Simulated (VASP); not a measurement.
Input:

```yaml
crystal:
  lattice:
    - [0.00000, 2.93400, 2.93400]
    - [2.93400, 0.00000, 2.93400]
    - [2.93400, 2.93400, 0.00000]
  atoms:
    - { symbol: Al, position: [0.25000, 0.25000, 0.25000] }
    - { symbol: Al, position: [0.75000, 0.75000, 0.75000] }
    - { symbol: Au, position: [0.00000, 0.00000, 0.00000] }
```

Level of theory: PBE GGA, VASP's PBE PAW potentials (set 64) (plane waves; VASP 6.6.1). Numerical set-up: 300 eV cut-off, 13×13×13 Γ-centred mesh, Gaussian smearing of 0.050 eV, potentials Al Au.

At this cut-off the stress carries a Pulay error, which pulls relaxed volumes low.

Question: Give the stress tensor in GPa (positive for a compressed cell).

Answer: 
```
12.30   0.00   0.00
 0.00  12.30   0.00
 0.00   0.00  12.30
```
The pressure is its mean diagonal, 12.30 GPa.

The structure is a typed AuAl2 crystal (Fm-3m). The cell was not relaxed at this level. The electron count is odd and the run is not spin-polarised, which forces a metal.
